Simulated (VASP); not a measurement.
Computed with optB88-vdW, VASP's PBE PAW potentials (set 64) (plane waves; VASP 6.6.1).

Input for VASP

### KPOINTS
```
kpoints
0
gamma
7 7 7
0 0 0
```

### INCAR
```
SYSTEM = SnTe
PREC = Accurate
ENCUT = 520
EDIFF = 1E-6
NELM = 100
ALGO = Normal
LREAL = .FALSE.
LASPH = .TRUE.
ISMEAR = 0
SIGMA = 0.05
GGA = BO
PARAM1 = 0.1833333333
PARAM2 = 0.22
LUSE_VDW = .TRUE.
AGGAC = 0.0
LMAXMIX = 4
LWAVE = .FALSE.
LCHARG = .FALSE.
IBRION = 2
ISIF = 3
NSW = 60
EDIFFG = -0.01
```

File POSCAR:
```
SnTe
1
    0.0000000000     3.1600000000     3.1600000000
    3.1600000000     0.0000000000     3.1600000000
    3.1600000000     3.1600000000     0.0000000000
Sn Te
1 1
Direct
  0.0000000000   0.0000000000   0.0000000000
  0.5000000000   0.5000000000   0.5000000000
```

POTCAR, in this order: Sn_d Te (PBE.64 set). Program: vasp_std.

What VASP printed:

**OUTCAR**
```
 ion  position               nearest neighbor table
   1  0.000  0.000  0.000-   2 3.16   2 3.16   2 3.16   2 3.16   2 3.16   2 3.16
   2  0.500  0.500  0.500-   1 3.16   1 3.16   1 3.16   1 3.16   1 3.16   1 3.16
  LATTYP: Found a face centered cubic cell.
 ALAT       =     6.3200000000
 Subroutine PRICEL returns:
 Original cell was already a primitive cell.
 Subroutine GETGRP returns: Found 48 space group operations
The static configuration has the point symmetry O_h .
The dynamic configuration has the point symmetry O_h .
 Subroutine INISYM returns: Found 48 space group operations
 Subroutine IBZKPT returns following result:
 Found     20 irreducible k-points:

 Following reciprocal coordinates:
            Coordinates               Weight
  0.000000  0.000000  0.000000      1.000000
  0.142857  0.000000  0.000000      8.000000
  0.285714  0.000000  0.000000      8.000000
  0.428571  0.000000  0.000000      8.000000
  0.142857  0.142857  0.000000      6.000000
  0.285714  0.142857  0.000000     24.000000
  0.428571  0.142857  0.000000     24.000000
 -0.428571  0.142857  0.000000     24.000000
 -0.285714  0.142857  0.000000     24.000000
 -0.142857  0.142857  0.000000     12.000000
  0.285714  0.285714  0.000000      6.000000
  0.428571  0.285714  0.000000     24.000000
 -0.428571  0.285714  0.000000     24.000000
 -0.285714  0.285714  0.000000     12.000000
  0.428571  0.428571  0.000000      6.000000
 -0.428571  0.428571  0.000000     12.000000
  0.428571  0.285714  0.142857     24.000000
 -0.428571  0.285714  0.142857     48.000000
 -0.428571  0.428571  0.142857     24.000000
 -0.285714  0.428571  0.142857     24.000000
   k-points           NKPTS =     20   k-points in BZ     NKDIM =     20   number of bands    NBANDS=     14
   number of dos      NEDOS =    301   number of ions     NIONS =      2
   total plane-waves  NPLWV =  46656
   dimension x,y,z NGX =    36 NGY =   36 NGZ =   36
   dimension x,y,z NGXF=    72 NGYF=   72 NGZF=   72
   ions per type =               1   1
   PREC   = accura    normal or accurate (medium, high low for compatibility)
   ISTART =      0    job   : 0-new  1-cont  2-samecut
   ICHARG =      2    charge: 1-file 2-atom 10-const
   ISPIN  =      1    spin polarized calculation?
   LNONCOLLINEAR =      F non collinear calculations
   LSORBIT =      F    spin-orbit coupling
   INIWAV =      1    electr: 0-lowe 1-rand  2-diag
   ENCUT  =  520.0 eV  38.22 Ry    6.18 a.u.   8.31  8.31  8.31*2*pi/ulx,y,z
   NELM   =    100;   NELMIN=  2; NELMDL= -5     # of ELM steps
   EDIFF  = 0.1E-05   stopping-criterion for ELM
   LREAL  =      F    real-space projection
   NLSPLINE    = F    spline interpolate recip. space projectors
   LMAXMIX     =    4 max onsite mixed and CHGCAR
   VOSKOWN=      0    Vosko Wilk Nusair interpolation
   EDIFFG = -.1E-01   stopping-criterion for IOM
   NSW    =     60    number of steps for IOM
   NBLOCK =      1;   KBLOCK =     60    inner block; outer block
   IBRION =      2    ionic relax: 0-MD 1-quasi-New 2-CG
   NFREE  =      1    steps in history (QN), initial steepest desc. (CG)
   ISIF   =      3    stress and relaxation
   ISYM   =      2    0-nonsym 1-usesym 2-fastsym
   TEIN   =    0.0    initial temperature
   TEBEG  =    0.0;   TEEND  =   0.0 temperature during run
   SMASS  =  -3.00    Nose mass-parameter (am)
   PSTRESS=    0.0 pullay stress
   NELECT =      20.0000    total number of electrons
   EFERMI =   0.00;   METHOD = LEGACY
   ISMEAR =     0;   SIGMA  =   0.05  broadening in eV -4-tet -1-fermi 0-gaus
   IALGO  =     38    algorithm
   LDIAG  =      T    sub-space diagonalisation (order eigenvalues)
   IMIX   =      4    mixing-type and parameters
     AMIX     =   0.40;   BMIX     =  1.00
     AMIX_MAG =   1.60;   BMIX_MAG =  1.00
...
```

### OSZICAR
```
       N       E                     dE             d eps       ncg     rms          rms(c)
DAV:   1     0.129412078973E+03    0.12941E+03   -0.96296E+03   560   0.161E+03
DAV:   2     0.853416498329E+01   -0.12088E+03   -0.11826E+03   590   0.368E+02
DAV:   3    -0.216948147715E+01   -0.10704E+02   -0.10673E+02   740   0.100E+02
DAV:   4    -0.245685001555E+01   -0.28737E+00   -0.28728E+00   628   0.178E+01
DAV:   5    -0.246866363776E+01   -0.11814E-01   -0.11813E-01   834   0.343E+00    0.447E+00
DAV:   6    -0.240144757343E+01    0.67216E-01   -0.18058E-01   660   0.271E+00    0.286E+00
DAV:   7    -0.240398211582E+01   -0.25345E-02   -0.58093E-02   662   0.116E+00    0.917E-01
DAV:   8    -0.240480061652E+01   -0.81850E-03   -0.69297E-03   614   0.744E-01    0.179E-01
DAV:   9    -0.240494468310E+01   -0.14407E-03   -0.65545E-04   668   0.266E-01    0.347E-02
DAV:  10    -0.240495282909E+01   -0.81460E-05   -0.83097E-05   594   0.745E-02    0.249E-02
DAV:  11    -0.240495911218E+01   -0.62831E-05   -0.29876E-05   614   0.455E-02    0.252E-02
DAV:  12    -0.240495899817E+01    0.11402E-06   -0.18192E-06   564   0.984E-03
   1 F= -.24049590E+01 E0= -.24049590E+01  d E =-.240496E+01
       N       E                     dE             d eps       ncg     rms          rms(c)
DAV:   1    -0.292617954365E+01   -0.52122E+00   -0.12159E+01   680   0.602E+01    0.396E+00
DAV:   2    -0.252528659439E+01    0.40089E+00   -0.67614E-01   680   0.136E+01    0.174E+00
DAV:   3    -0.242496796070E+01    0.10032E+00   -0.32213E-01   726   0.853E+00    0.374E-01
DAV:   4    -0.242236343044E+01    0.26045E-02   -0.79533E-03   566   0.934E-01    0.372E-01
DAV:   5    -0.242062253108E+01    0.17409E-02   -0.14253E-03   798   0.320E-01    0.890E-02
DAV:   6    -0.242057661149E+01    0.45920E-04   -0.21145E-04   686   0.247E-01    0.206E-02
DAV:   7    -0.242057531803E+01    0.12935E-05   -0.52599E-06   590   0.234E-02    0.419E-03
DAV:   8    -0.242057547622E+01   -0.15820E-06   -0.57754E-07   292   0.754E-03
   2 F= -.24205755E+01 E0= -.24205755E+01  d E =-.156165E-01
       N       E                     dE             d eps       ncg     rms          rms(c)
DAV:   1    -0.244443217278E+01   -0.23857E-01   -0.50624E-01   680   0.113E+01    0.847E-01
DAV:   2    -0.242620116599E+01    0.18231E-01   -0.32002E-02   680   0.297E+00    0.364E-01
DAV:   3    -0.242192931353E+01    0.42719E-02   -0.13464E-02   694   0.177E+00    0.796E-02
DAV:   4    -0.242181941151E+01    0.10990E-03   -0.34577E-04   590   0.197E-01    0.745E-02
DAV:   5    -0.242175745131E+01    0.61960E-04   -0.60104E-05   816   0.630E-02    0.194E-02
DAV:   6    -0.242175649295E+01    0.95836E-06   -0.63646E-06   482   0.435E-02
   3 F= -.24217565E+01 E0= -.24217565E+01  d E =-.167975E-01
```

OUTCAR:
```
------------------------ aborting loop because EDIFF is reached ----------------------------------------
  FORCE on cell =-STRESS in cart. coord.  units (eV):
  Direction    XX          YY          ZZ          XY          YZ          ZX
  --------------------------------------------------------------------------------------
  Total       -0.0067193     -0.0067193     -0.0067193     -0.0000000     -0.0000000      0.0000000
  in kB       -0.1632716     -0.1632716     -0.1632716     -0.0000000     -0.0000000      0.0000000
  external PRESSURE =      -0.1632716 kB  Pullay stress =       0.0000000 kB
  volume of cell :       65.94
      direct lattice vectors                 reciprocal lattice vectors
    -0.000000000  3.206505169  3.206505169    -0.155933009  0.155933009  0.155933009
     3.206505169  0.000000000  3.206505169     0.155933009 -0.155933009  0.155933009
     3.206505169  3.206505169  0.000000000     0.155933009  0.155933009 -0.155933009
 POSITION                                       TOTAL-FORCE (eV/Angst)
 -----------------------------------------------------------------------------------
      0.00000      0.00000      0.00000         0.000000      0.000000      0.000000
      3.20651      3.20651      3.20651         0.000000     -0.000000     -0.000000
 -----------------------------------------------------------------------------------
    total drift:                               -0.000000      0.000000      0.000000
  FREE ENERGIE OF THE ION-ELECTRON SYSTEM (eV)
  ---------------------------------------------------
  free  energy   TOTEN  =        -2.4217564930 eV

  energy  without entropy=       -2.4217564930  energy(sigma->0) =       -2.42175649

 reached required accuracy - stopping structural energy minimisation
```
(Selected blocks of OUTCAR.)

**CONTCAR**
```
SnTe
   1.00000000000000
    -0.0000000000000000    3.2065051689888300    3.2065051689888300
     3.2065051689888300    0.0000000000000000    3.2065051689888300
     3.2065051689888300    3.2065051689888300    0.0000000000000000
  Sn              Te
     1     1
Direct
     0.0000000000000000    0.0000000000000000    0.0000000000000000
     0.5000000000000000    0.5000000000000000    0.5000000000000000
```

Energy and stress use the plane-wave basis of the starting cell.

The compound is SnTe in the rock salt structure, which distorts at low temperature. This run relaxes it. Symmetry was kept, so distortions that lower it aren't found.
